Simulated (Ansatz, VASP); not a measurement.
# Cross-check of As (arsenene monolayer) between VASP and Ansatz

One calculation is typed for both programs; each brings its own data sets. How far apart do they land? The cell is taken from a series of runs on this material, whose earlier steps may have relaxed, scaled, displaced or heated it; both programs get it as it stands.

Program: Ansatz 0.2.0. Level of theory: plane waves, with VASP 6.6.1 beside it; single point at PBE with D3(BJ). Results are calculated unless marked as measured.

## Step 1: The starting structure

The cell holds 2 atoms: 2 As. Its edges and angles: a = 3.571 Å, b = 3.571 Å, c = 19.398 Å, α = 90.0°, β = 90.0°, γ = 120.0°. Vacuum lies along c.

Coordinates:

```cif
data_structure
_symmetry_space_group_name_H-M 'P 1'
_symmetry_Int_Tables_number 1
_cell_length_a 3.5710
_cell_length_b 3.5710
_cell_length_c 19.3982
_cell_angle_alpha 90.000
_cell_angle_beta 90.000
_cell_angle_gamma 120.000
_cell_volume 214.23
loop_
_atom_site_label
_atom_site_type_symbol
_atom_site_fract_x
_atom_site_fract_y
_atom_site_fract_z
_atom_site_occupancy
As1 As 0.66667 0.33333 0.46396 1
As2 As 0.33333 0.66667 0.53604 1
```

## Step 2: Ansatz: single point, PBE with D3(BJ)

Ansatz runs on its PAW soft_1 files.

With cell and atoms fixed, the geometry can't cause a difference; cores, projectors, grids and the points listed under the comparison can.

Input file input.yaml:

```yaml
crystal:
  lattice:
    - [3.5709987177, 0.0, 0.0]
    - [-1.7854993589, 3.0925756064, 0.0]
    - [0.0, 0.0, 19.3982082203]
  atoms:
    - { symbol: As, position: [0.6666666667, 0.3333333333, 0.4639603771] }
    - { symbol: As, position: [0.3333333333, 0.6666666667, 0.5360396229] }
kpoints:
  mp_grid: { grid: [18, 18, 1] }
  band_path:
    path: [[0, 0, 0], [0.5, 0, 0], [0.33333333, 0.33333333, 0], [0, 0, 0]]
    npoints: 16
hamiltonian:
  xc: pbe
  dispersion: d3bj
  pseudopotentials: { kind: paw, azcp: { folder: soft_1 } }
scf:
  occupations: { method: fermi_dirac, width: 0.02585 }
  convergence: { dr2_threshold: 1.0e-10 }
efield:
  axis: 3
  dipole_correction: true
  ramp_position: 0.97
  ramp_width: 0.06
  amplitude: 0
output:
  dos: { projected: true, e_range: [-6, 5] }
  write_potential: true
  write_density: true
  volumetric_format: npy
  elf: true
```

The run is started by

```bash
$ ansatz run input.yaml --threads 2 --pin off --max-ram 3072MiB --backend cpu --events-out ev --progress --plain --runs-dir out
```

Numbers of over 12 decimals in the logs are rounded to 6 here.

Log:

```text
Engine: ansatz 0.2.0, aarch64-unknown-linux-gnu
Pseudopotentials: kind: paw
Pseudopotential: As, paw, valence charge 15, recommended cutoff 420 eV (normal), soft_1/As.paw.azcp
Functional definition: PBE
  parameter kappa = 0.804
  parameter beta = 0.066725
  exchange = pbe_x(kappa = kappa, mu = beta*pi^2/3)
  correlation = pbe_c(beta = beta)
Crystal: 2 atoms, lattice volume = 214.226 Å³
Basis set: ecut = 420 eV, 4115 PW (Γ)
Bands: 19, of which v1, the nominal top of the filled ones, is band 15 counted from 1 (14 counted from 0)
Symmetry: 6 space group operations
k-points: 37 of 324 (time reversal used)
Non-local potential: As, projectors of the file, l = 0: 2, l = 1: 2, l = 2: 3, l = 3: 1
PAW form: soft (Blöchl's): semilocal exchange-correlation on the pseudo side does not see the compensation charge
PAW one-centre angular grid: As, 590 points (default); XC on 64 Gauss nodes
Initial density: superposition of atomic densities (neutral atoms: chi_scale 0, normalization atom)
Initial wavefunctions: pseudopotential atomic-orbital guess
Functional: x = pbe(κ = 0.804, μ = 0.219515), c = pbe(β = 0.066725)
iter 1 solved again at ethr=9.78e-4 eV; its pass at ethr=3.10e-3 eV (dr2=2.93e-1 eV) is discarded
SCF iter   1: F=—  HF=-9712.748904 eV  |F-HF|=—  |Δ(HF+E_count)|=         —  Δρ=1.29e-2  dr2=2.94e-1  ethr=9.78e-4  p=0.000 e·Å  D=7.79e-14 V/Å  ΔV_dip=-0.00 eV  dr2_dipole=6.33e-12  V_vac-E_F(+/−)=5.20/5.20 eV  ⟨swp⟩=1.0  Hψ=4925  notcnv=0
efield: sawtooth ramp at fractional position 0.9700 (set: `efield.ramp_position`, or a place that a band, a saddle search or an elastic batch's reference lends), width 0.0600; the density the first Hamiltonian is built on has a dipole p = 0.000 e·Å; the dipole correction subtracts the counter field D = 7.79e-14 V/Å, which shifts the + side's vacuum level by -0.00 eV against the − side's; the planar-averaged density in the ramp window peaks in size at 2.5e-7 e/Å³
preconditioner: auto → none  [insulator: Δε(μ)=1.664 eV  Ē_g=9.662 eV  σ=0.026 eV  W_gap=1.00  n_scr=12 (ndim 8)  ℏωp=8.0 eV  f_vac=0.720  D(μ)=0.00/eV (n_scr^D=0)  ε∞_Penn≈1.7]
SCF iter   2: F=—  HF=-9712.705543 eV  |F-HF|=—  |Δ(HF+E_count)|=   4.34e-2  Δρ=6.11e-3  dr2=5.13e-2  ethr=9.78e-4  p=-0.000 e·Å  D=-1.63e-6 V/Å  ΔV_dip=0.00 eV  dr2_dipole=1.66e-13  V_vac-E_F(+/−)=4.64/4.64 eV  ⟨swp⟩=3.1  Hψ=994  notcnv=0
SCF iter   3: F=—  HF=-9712.703071 eV  |F-HF|=—  |Δ(HF+E_count)|=   2.47e-3  Δρ=1.02e-3  dr2=2.09e-3  ethr=1.71e-4  p=-0.000 e·Å  D=-1.88e-6 V/Å  ΔV_dip=0.00 eV  dr2_dipole=3.80e-10  V_vac-E_F(+/−)=4.57/4.57 eV  ⟨swp⟩=3.4  Hψ=1239  notcnv=0
SCF iter   4: F=—  HF=-9712.702459 eV  |F-HF|=—  |Δ(HF+E_count)|=   6.11e-4  Δρ=3.32e-4  dr2=8.15e-5  ethr=6.97e-6  p=0.000 e·Å  D=1.11e-5 V/Å  ΔV_dip=-0.00 eV  dr2_dipole=4.39e-9  V_vac-E_F(+/−)=4.49/4.49 eV  ⟨swp⟩=2.6  Hψ=1432  notcnv=0
SCF iter   5: F=—  HF=-9712.702479 eV  |F-HF|=—  |Δ(HF+E_count)|=   2.01e-5  Δρ=4.21e-5  dr2=2.45e-6  ethr=2.72e-7  p=-0.000 e·Å  D=-7.20e-5 V/Å  ΔV_dip=0.00 eV  dr2_dipole=2.05e-7  V_vac-E_F(+/−)=4.50/4.50 eV  ⟨swp⟩=2.0  Hψ=866  notcnv=0
SCF iter   6: F=—  HF=-9712.702494 eV  |F-HF|=—  |Δ(HF+E_count)|=   1.50e-5  Δρ=4.47e-5  dr2=3.88e-5  ethr=8.17e-9  p=0.001 e·Å  D=4.44e-4 V/Å  ΔV_dip=-0.01 eV  dr2_dipole=7.85e-6  V_vac-E_F(+/−)=4.50/4.51 eV  ⟨swp⟩=3.3  Hψ=1439  notcnv=0
SCF iter   7: F=—  HF=-9712.702489 eV  |F-HF|=—  |Δ(HF+E_count)|=   5.39e-6  Δρ=2.72e-6  dr2=2.88e-8  ethr=8.17e-9  p=-0.000 e·Å  D=-8.91e-6 V/Å  ΔV_dip=0.00 eV  dr2_dipole=3.32e-9  V_vac-E_F(+/−)=4.50/4.50 eV  ⟨swp⟩=2.9  Hψ=1217  notcnv=0
SCF iter   8: F=—  HF=-9712.702489 eV  |F-HF|=—  |Δ(HF+E_count)|=   4.79e-9  Δρ=5.80e-7  dr2=9.15e-10  ethr=9.59e-11  p=-0.000 e·Å  D=-4.14e-7 V/Å  ΔV_dip=0.00 eV  dr2_dipole=4.70e-12  V_vac-E_F(+/−)=4.50/4.50 eV  ⟨swp⟩=2.0  Hψ=1258  notcnv=0
SCF iter   9: F=-9712.702489 eV  HF=-9712.702489 eV  |F-HF|=1.07e-10  |Δ(HF+E_count)|=  1.89e-10  Δρ=1.87e-7  dr2=4.37e-11  ethr=1.00e-12  p=0.000 e·Å  D=3.39e-8 V/Å  ΔV_dip=-0.00 eV  dr2_dipole=5.25e-15  V_vac-E_F(+/−)=4.50/4.50 eV  ⟨swp⟩=4.4  Hψ=2425  notcnv=0
SCF 1 converged in 9 iterations: F = -9712.702489 eV  dr2 = 4.37e-11
  greatest PAW one-centre occupation: 0.999 electrons in one spin orbital (limit 2), on the As atom at site 1 (counted from 0), in its partial waves of l = 2
NSCF: frozen V_eff on 49 k-points
efield: sawtooth ramp at fractional position 0.9700 (kept from the solve that this one continues, or follows in the run), width 0.0600; the density the first Hamiltonian is built on has a dipole p = 0.000 e·Å; the dipole correction subtracts the counter field D = 3.39e-8 V/Å, which shifts the + side's vacuum level by -0.00 eV against the − side's; the planar-averaged density in the ramp window peaks in size at 2.7e-7 e/Å³
WARN: The output density's exchange-correlation potential varies sharply where the density is thin. Do not read a vacuum level from v_tot or v_xc, or from such a field of the output density. On a cell that repeats whose density bears no net charge and no dipole along the vacuum's axis use v_es (v_loc + v_h of the components); under efield.dipole_correction with no amplitude use v_es + v_field, which holds any externa [...]
SCF converged after 9 iterations
Free energy (F): -9712.702489 eV
Harris-Foulkes:  -9712.702489 eV  (|F-HF|=1.07e-10)
Internal energy: -9712.702489 eV  (E = F + TS)
E sigma→0 (E₀):  -9712.702489 eV
Fermi energy:    -1.577982 eV
Dipole field:    D = 0.000000 V/Å  (p = 0.000000 e·Å, saw-weighted, corrected)
Work function:   Φ+ = 4.5036 eV   Φ− = 4.5036 eV
Levels:          The Fermi level and band energies are counted from a zero that moves with the ramp; work functions are not
--- Per-component energies (eV) ---
  E_band       = -826.500635
  E_kinetic    = 192.587861
  E_local      = -21168.947738  (includes V_loc(G=0)·N_el)
  E_nonlocal   = -785.955808
  E_hartree    = 10653.087070
  E_xc         = -139.713406
  E_vxc        = -145.863583  (∫ρ·V_xc dr)
  E_paw        = -4026.740175  (= ΣΔE_a)
  E_vpaw       = -224.495721  (= ΣTr[D̂ρ^β])
  E_aug_tail   = -0.000014  (compensation charges beyond the density's cutoff)
  E_efield     = 0.000000  (sawtooth field / dipole correction)
  E_vefield    = 0.000000  (∫n·V_field dr)
  E_ewald      = 5563.403895
  E_disp       = -0.424172  (pairwise vdW)
  E_smearing   = -0.000000  (= −TS)
  E_closure    = -0.000000  (closes the sum)
  Σ components = -9712.702489   (vs F -9712.702489, Δ=0.00e0)
--- Band table (eV; the first three rows and the last of 37) ---
  k-point 0: bands = [... 11 lower, -9.6532, -3.0542, -2.3335, -2.3335, -0.2872, 1.1733, 1.1733, 2.4238]
  k-point 1: bands = [... 11 lower, -9.6437, -3.0320, -2.8134, -2.4338, 0.0953, 1.0782, 1.2754, 2.4868]
  k-point 2: bands = [... 11 lower, -9.6240, -3.7086, -2.9720, -2.6908, 0.2952, 1.2562, 1.5244, 2.6731]
  k-point 36: bands = [... 11 lower, -12.3696, -6.8468, -4.4453, -4.4453, -0.4673, 2.1840, 2.1840, 5.7052]
```

## Step 3: VASP: single point, PBE with D3(BJ)

The same cell, functional, mesh and smearing now go to VASP, with its own data sets.

Lines of VASP's logs that name or quote its potential files are left out, and so is its time.

Input file INCAR:

```
SYSTEM = As
PREC = Accurate
ENCUT = 400
EDIFF = 1E-06
NELM = 120
ISMEAR = -1
SIGMA = 0.02585
LREAL = .FALSE.
ALGO = Normal
GGA = PE
IVDW = 12
NBANDS = 11
LORBIT = 11
LWAVE = .FALSE.
LCHARG = .FALSE.
ISIF = 2
LDIPOL = .TRUE.
IDIPOL = 3
DIPOL = 0.5 0.5 0.5
LVHAR = .TRUE.
LASPH = .TRUE.
GGA_COMPAT = .FALSE.
EFERMI = MIDGAP
NELMDL = -8
```

Input file POSCAR:

```
As
1.0
    3.5709987177      0.0000000000      0.0000000000
   -1.7854993589      3.0925756064      0.0000000000
    0.0000000000      0.0000000000     19.3982082203
As
2
Direct
    0.6666666666      0.3333333332      0.4639603771
    0.3333333332      0.6666666666      0.5360396229
```

Input file KPOINTS:

```
Automatic mesh
0
Gamma
18 18 1
0 0 0
```

Potentials, in the order of the species: As (PBE family, release 64).

The run is started by

```bash
$ mpirun -np 1 vasp_std
```

Log:

```text
[banner, memory and clock lines left out]
running    1 mpi-ranks, on    1 nodes
 distrk:  each k-point on    1 cores,    1 groups
 distr:  one band on    1 cores,    1 groups

 POSCAR found type information on POSCAR As
 POSCAR found :  1 types and       2 ions
 LDA part: xc-table for (Slater+PW92), standard interpolation
 POSCAR, INCAR and KPOINTS ok, starting setup
 FFT: planning ... GRIDC
 FFT: planning ... GRID_SOFT
 FFT: planning ... GRID
 WAVECAR not read
 entering main loop
       N       E                     dE             d eps       ncg     rms          rms(c)
DAV:   1     0.538065336721E+02    0.53807E+02   -0.26669E+03   814   0.495E+02
DAV:   2    -0.404572112039E+01   -0.57852E+02   -0.53495E+02  1258   0.948E+01
DAV:   3    -0.931856467656E+01   -0.52728E+01   -0.52524E+01  1151   0.367E+01
DAV:   4    -0.939147225094E+01   -0.72908E-01   -0.72878E-01  1080   0.485E+00
DAV:   5    -0.939220614165E+01   -0.73389E-03   -0.73388E-03  1137   0.450E-01
DAV:   6    -0.939221126015E+01   -0.51185E-05   -0.51185E-05  1099   0.305E-02
DAV:   7    -0.939221130407E+01   -0.43913E-07   -0.43928E-07  1172   0.268E-03
DAV:   8    -0.939221130461E+01   -0.53979E-09   -0.51422E-09   919   0.197E-04    0.334E+00
DAV:   9    -0.935154922526E+01    0.40662E-01   -0.20369E-02   931   0.736E-01    0.199E+00
DAV:  10    -0.932845047263E+01    0.23099E-01   -0.43345E-02   991   0.109E+00    0.121E-01
DAV:  11    -0.932843043974E+01    0.20033E-04   -0.13124E-03  1080   0.193E-01    0.364E-02
DAV:  12    -0.932827112968E+01    0.15931E-03   -0.16607E-04  1190   0.700E-02    0.219E-02
DAV:  13    -0.932826232814E+01    0.88015E-05   -0.12654E-04   975   0.432E-02    0.142E-02
DAV:  14    -0.932829717399E+01   -0.34846E-04   -0.43346E-06  1174   0.106E-02    0.755E-03
DAV:  15    -0.932845093417E+01   -0.15376E-03   -0.39250E-05   970   0.231E-02    0.265E-03
DAV:  16    -0.932849199531E+01   -0.41061E-04   -0.23765E-06  1175   0.685E-03    0.174E-03
DAV:  17    -0.932851459805E+01   -0.22603E-04   -0.10432E-06  1018   0.350E-03    0.634E-04
DAV:  18    -0.932851856651E+01   -0.39685E-05   -0.19182E-07  1131   0.114E-03    0.345E-04
DAV:  19    -0.932852306775E+01   -0.45012E-05   -0.37833E-07  1017   0.175E-03    0.338E-04
DAV:  20    -0.932852849738E+01   -0.54296E-05   -0.22830E-07   951   0.110E-03    0.399E-04
DAV:  21    -0.932852971979E+01   -0.12224E-05   -0.22525E-08   937   0.379E-04    0.209E-04
DAV:  22    -0.932853030378E+01   -0.58398E-06   -0.16616E-08   859   0.334E-04
   1 F= -.97526659E+01 E0= -.97526659E+01  d E =-.478372E-14
```

Parts of OUTCAR (step 3):

```text
ion  position               nearest neighbor table
   1  0.667  0.333  0.464-   2 2.49   2 2.49   2 2.49
   2  0.333  0.667  0.536-   1 2.49   1 2.49   1 2.49

  LATTYP: Found a hexagonal cell.
 ALAT       =     3.5709987177
 C/A-ratio  =     5.4321521103

 Subroutine GETGRP returns: Found 12 space group operations
 (whereof 12 operations were pure point group operations)

The static configuration has the point symmetry D_3d.

 Found     37 irreducible k-points:

   k-points           NKPTS =     37   k-points in BZ     NKDIM =     37   number of bands    NBANDS=     11

   dimension x,y,z NGX =    24 NGY =   24 NGZ =  128
   dimension x,y,z NGXF=    48 NGYF=   48 NGZF=  256

   ENCUT  =  400.0 eV  29.40 Ry    5.42 a.u.   5.82  5.82 31.63*2*pi/ulx,y,z

   NELECT =      10.0000    total number of electrons

 k-points in reciprocal lattice and weights: Automatic mesh
   0.00000000  0.00000000  0.00000000       0.003
   0.05555556  0.00000000  0.00000000       0.019
   0.11111111  0.00000000  0.00000000       0.019
   0.16666667  0.00000000  0.00000000       0.019
   0.22222222 -0.00000000  0.00000000       0.019
   0.27777778  0.00000000  0.00000000       0.019
   0.33333333  0.00000000  0.00000000       0.019
   0.38888889  0.00000000  0.00000000       0.019
   0.44444444 -0.00000000  0.00000000       0.019
[...]
0.33333333  0.27777778  0.00000000       0.037
   0.33333333  0.33333333  0.00000000       0.006

 dipolmoment           0.000000      0.000000      0.000000 electrons x Angstroem

 average (electrostatic) potential at core
       1 -57.6146       2 -57.6146

 E-fermi :  -2.5367

 k-point     1 :       0.0000    0.0000    0.0000
  band No.  band energies     occupation
      1     -16.9942      2.00000
      2     -10.5948      2.00000
      3      -4.0056      2.00000
      4      -3.3112      2.00000
      5      -3.3112      2.00000
      6      -1.2760      0.00000
      7       0.2057      0.00000
      8       0.2057      0.00000
      9       1.4667      0.00000
     10       1.6752      0.00000
    ...

 k-point     2 :       0.0556    0.0000    0.0000
  band No.  band energies     occupation
      1     -16.9521      2.00000
      2     -10.5855      2.00000
      3      -3.9832      2.00000
      4      -3.7937      2.00000
      5      -3.4117      2.00000
      6      -0.8899      0.00000
      7       0.1113      0.00000
      8       0.3086      0.00000
      9       1.5293      0.00000
     10       1.7261      0.00000
    ...

 k-point     3 :       0.1111    0.0000    0.0000
  band No.  band energies     occupation
      1     -16.8263      2.00000
      2     -10.5662      2.00000
      3      -4.6915      2.00000
      4      -3.9227      2.00000
      5      -3.6690      2.00000
      6      -0.6805      0.00000
      7       0.2865      0.00000
      8       0.5597      0.00000
      9       1.7149      0.00000
     10       1.8757      0.00000
    ...

 Edisp (eV)   -0.42414

  Total       0.06874     0.06874     0.11785    -0.00000     0.00000    -0.00000
  in kB       0.51411     0.51411     0.88138    -0.00000     0.00000    -0.00000
  external pressure =        0.64 kB  Pullay stress =        0.00 kB

  energy-cutoff  :      400.00
  volume of cell :      214.23
      direct lattice vectors                 reciprocal lattice vectors
     3.570998718  0.000000000  0.000000000     0.280033705  0.161677535  0.000000000
    -1.785499359  3.092575606  0.000000000     0.000000000  0.323355069  0.000000000
     0.000000000  0.000000000 19.398208220     0.000000000  0.000000000  0.051551153

 POSITION                                       TOTAL-FORCE (eV/Angst)
 -----------------------------------------------------------------------------------
      1.78550      1.03086      9.00000        -0.000000     -0.000000     -0.090582
     -0.00000      2.06172     10.39821         0.000000      0.000000      0.090582
 -----------------------------------------------------------------------------------
    total drift:                                0.000000      0.000000      0.000000

  FREE ENERGIE OF THE ION-ELECTRON SYSTEM (eV)
  ---------------------------------------------------
  free  energy   TOTEN  =        -9.7526659342 eV

  energy  without entropy=       -9.7526659342  energy(sigma->0) =       -9.75266593

 vacuum level on the upper side and lower side of the slab         1.972         1.972

 total charge
# of ion       s       p       d       tot
------------------------------------------
    1        1.294   1.380   0.043   2.718
    2        1.294   1.380   0.043   2.718
--------------------------------------------------
tot          2.589   2.761   0.087   5.436

[... 3 further parts left out ...]
```

## Step 4: Comparison

Known differences besides the potentials themselves: the data sets hold 30 valence electrons in Ansatz (on its PAW soft_1 files) and 10 in VASP; the cutoff is 420 eV in Ansatz and 400 eV in VASP. Total energies have different zeros and are not compared.

The two programs side by side:

```
              quantity  Ansatz   VASP  difference
gap on the k mesh (eV)   1.545  1.549      -0.004
```

A gap on the mesh is an upper bound, since the band edges may lie between its points. With vacuum in the cell, a pressure given here is an average over mostly empty space and none of the material.

## Step 5: Summary of results

| Quantity | Value |
| --- | --- |
| difference in gap on the k mesh (single point, PBE with D3(BJ)) | -0.0043 eV |

**Reading.** The difference in gap on the k mesh is -0.0043 eV (single point, PBE with D3(BJ)), within the 0.08 eV picked in this series as the mark of a large difference. The data sets hold unlike numbers of valence electrons (30 in Ansatz and 10 in VASP), so part of the differences comes from the potentials. Such differences can come from data sets, numerical settings and the points named under the comparisons, not from the functional's error against experiment.

[Lines on the potential files, build, host, timing and source positions are cut from VASP's logs without a mark.]

[Logs are printed without paths, hosts, clocks, repeated set-up lines and the standing remarks that a program may print on its own settings, such as how far it seeks lower states.]

[Hosts, paths, dates, database ids (printed as entryN), source tags and the programs' standing remarks are cut or masked in the printed files.]
